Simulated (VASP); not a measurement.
Cs (bcc): computed properties

All values below come from r2SCAN meta-GGA, VASP's PBE PAW potentials (set 64) (plane waves; VASP).

For Cs, the space group is Im-3m (229), the cell is a = 6.2554 Å, b = 6.2554 Å, c = 6.2554 Å, α = 90.00°, β = 90.00°, γ = 90.00° and the volume per atom comes out as 122.39 Å³/atom. The band gap (over mesh and band path) comes out as none (metal, semimetal or under 0.01 eV) and the band gap with spin-orbit coupling is none (metallic). The density comes out as 1.80 g/cm³.

Cs has the cubic space group Im-3m (No. 229), the bcc (W type) structure, Pearson symbol cI2. Cell: a = b = c = 6.2554 Å, α = β = γ = 90.00°. Cs on 2a is surrounded by 8 Cs at 5.417 Å (cubic). (Neighbours: up to the widest gap in distance over summed covalent radii, below 1.35, at either atom.)
(The calculation used a cell of 1 atom; values per cell refer to that cell.)

Measured: a 6.039 Å at 0 K (computed value off by +3.6 %), as given by Gábor I. Csonka et al., Physical Review B (2009), arXiv:0903.4037 [low-temperature or extrapolated to 0 K; zero-point anharmonic expansion removed]. Unless said otherwise, spin-orbit coupling is left out, though it shifts the bands of the heavy elements here.

The compound is Cs in the bcc structure. It was relaxed first, which changed the volume by +8 %. Symmetry was kept, so distortions that lower it aren't found.
